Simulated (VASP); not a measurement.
A convergence study with VASP on IrO₂ (rutile): one setting is varied, all else stays as given below, so the limit is that of these other settings.

```
CELL_PARAMETERS angstrom
      4.50000     0.00000     0.00000
      0.00000     4.50000     0.00000
      0.00000     0.00000     3.15000
ATOMIC_POSITIONS crystal
  Ir 0.00000 0.00000 0.00000
  Ir 0.50000 0.50000 0.50000
  O  0.30800 0.30800 0.00000
  O  0.80800 0.19200 0.50000
  O  0.19200 0.80800 0.50000
  O  0.69200 0.69200 0.00000
```

Level of theory: PBEsol GGA, VASP's PBE PAW potentials (set 64) (plane waves; VASP). The tightest run used: 700 eV cut-off, 14×14×19 Γ-centred mesh, tetrahedra with Blöchl corrections, potentials Ir O.

Problem. The settings run are 2×2×3 mesh; 3×3×4 mesh; 4×4×5 mesh; 4×4×6 mesh; 5×5×7 mesh; 6×6×8 mesh; 7×7×9 mesh; 7×7×10 mesh; 8×8×11 mesh; 9×9×12 mesh; 9×9×13 mesh; 10×10×14 mesh; 11×11×15 mesh; 12×12×16 mesh; 12×12×17 mesh; 13×13×18 mesh; 14×14×19 mesh. From which on does the energy per atom stay within 0.005 eV/atom of the tightest run?

Solution. From 3×3×4 mesh on: it is off by 0.0037 there and by no more than 0.005 in any finer run, while 2×2×3 mesh is off by 0.0086.
```
setting        E (eV/atom)  pressure (GPa)  irreducible k-points  difference judged (eV/atom)
-------------  -----------  --------------  --------------------  ---------------------------
2×2×3 mesh         -7.5866           -0.79                     6                       0.0086
3×3×4 mesh         -7.5989           -0.61                     9                       0.0037
4×4×5 mesh         -7.5980           -0.56                    18                       0.0028
4×4×6 mesh         -7.5968           -0.55                    24                       0.0016
5×5×7 mesh         -7.5933           -0.48                    24                       0.0019
6×6×8 mesh         -7.5952           -0.49                    50                       0.0000
7×7×9 mesh         -7.5951           -0.49                    50                       0.0001
7×7×10 mesh        -7.5948           -0.49                    60                       0.0004
8×8×11 mesh        -7.5953           -0.49                    90                       0.0001
9×9×12 mesh        -7.5951           -0.48                   105                       0.0001
9×9×13 mesh        -7.5951           -0.49                   105                       0.0001
10×10×14 mesh      -7.5952           -0.49                   168                       0.0000
11×11×15 mesh      -7.5952           -0.49                   168                       0.0000
12×12×16 mesh      -7.5952           -0.49                   252                       0.0000
12×12×17 mesh      -7.5952           -0.49                   252                       0.0000
13×13×18 mesh      -7.5952           -0.49                   280                       0.0000
14×14×19 mesh      -7.5952           -0.49                   360                       0.0000
```

Left out are rungs that failed or repeat a setting and relaxations that didn't move; long series are thinned to 24 rows.

The compound is IrO2 in the rutile structure. The cell was not relaxed at this level.
